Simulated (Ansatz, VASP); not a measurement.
Two plane-wave programs on LiTl2B6

```xyz
9
Lattice="0.0000 4.2423 4.2423 4.2423 0.0000 4.2423 4.2423 4.2423 0.0000" Properties=species:S:1:pos:R:3 pbc="T T T"
Li    0.0000    0.0000    0.0000
Tl    6.3635    6.3635    6.3635
Tl    2.1212    2.1212    2.1212
B     4.2423    4.2423    5.4673
B     4.2423    3.0174    4.2423
B     3.0174    4.2423    4.2423
B     4.2423    4.2423    3.0174
B     4.2423    5.4673    4.2423
B     5.4673    4.2423    4.2423
```

Change from the starting cell: species swapped into the K2H6Pt type (Fm-3m, No. 225).

Alike in both runs: functional PBE; k mesh 4 × 4 × 4; occupations gaussian, width 0.1 eV; no spin polarisation.

Ansatz relaxed the structure, and its values are those at the end. VASP's run is a single point on that final structure, the one shown.

|  | VASP | Ansatz |
| --- | --- | --- |
| version | VASP 6.6.1 | Ansatz 0.2.0 |
| potentials or method | VASP PAW PBE potentials, release 64 (Li_sv, Tl_d, B) | scalar-relativistic, plane waves, PAW |
| plane-wave cutoff (eV) | 520 | 420 |
| valence electrons in the cell | 47 | 47 |

```tsv
	VASP	Ansatz	Ansatz less VASP
gap on the k mesh at the Fermi level (eV)	none	none	-
rms of the force components (eV/Å)	0.013	0.000	-0.0125
```

A gap of «none» marks a metal or a gap that the smearing closes.

 Spin-orbit coupling is left out, which matters for the levels of Tl.
